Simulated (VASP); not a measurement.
Crystal: HfZrSe3.

```
CELL_PARAMETERS angstrom
1.86000 1.07387 9.63333
-1.86000 1.07387 9.63333
0.00000 -2.14774 9.63333
ATOMIC_POSITIONS crystal
Zr 0.50200 0.50200 0.50200
Hf 0.61200 0.61200 0.61200
Se 0.00000 0.00000 0.00000
Se 0.22300 0.22300 0.22300
Se 0.78000 0.78000 0.78000
```

The cell was built by a generator and needn't be a form met in nature.

| Item | Value |
| --- | --- |
| Program | VASP 6.6.1 |
| Task | relaxation of cell and atoms |
| Functional | PBE |
| Potentials or basis | VASP PAW PBE potentials, release 64 (Zr_sv, Hf_pv, Se) |
| Cutoff | 520 eV |
| k mesh | 4 × 4 × 4 |
| Occupations | gaussian, width 0.15 eV |
| Spin | no spin polarisation |

At the start: pressure 5.4 GPa; volume 23.09 Å³/atom.

**Question.** Where does the relaxation end?

**Answer.** Over 8 steps the energy falls by 55.2 meV/atom and the volume is 24.82 Å³/atom (+7.5 %); space group R3m (No. 160, to 0.05 Å).

Step by step:
```
step  energy change (eV)  largest force (eV/Å)  pressure (GPa)  volume (Å³)
   1              0.0000                1.3820            5.44       115.45
   2             -0.1462                0.8722           -3.90       129.02
   3             -0.1993                0.7365           -1.15       124.07
   4             -0.2543                0.3236            0.30       123.27
   5             -0.2547                0.3856            0.43       123.20
   6             -0.2719                0.2410            0.04       124.08
   7             -0.2745                0.1491           -0.17       124.58
   8             -0.2758                0.0483            0.10       124.09
```

Final structure:
```cif
data_structure
_symmetry_space_group_name_H-M 'P 1'
_symmetry_Int_Tables_number 1
_cell_length_a 9.6981
_cell_length_b 9.6981
_cell_length_c 9.6981
_cell_angle_alpha 23.183
_cell_angle_beta 23.183
_cell_angle_gamma 23.183
_cell_volume 124.09
loop_
_atom_site_label
_atom_site_type_symbol
_atom_site_fract_x
_atom_site_fract_y
_atom_site_fract_z
_atom_site_occupancy
Zr1 Zr 0.50030 0.50030 0.50030 1
Hf1 Hf 0.61344 0.61344 0.61344 1
Se1 Se 0.99753 0.99753 0.99753 1
Se2 Se 0.22446 0.22446 0.22446 1
Se3 Se 0.78127 0.78127 0.78127 1
```

Caveat: the k mesh is coarse (spacing up to 0.49 Å⁻¹), so the values aren't converged.
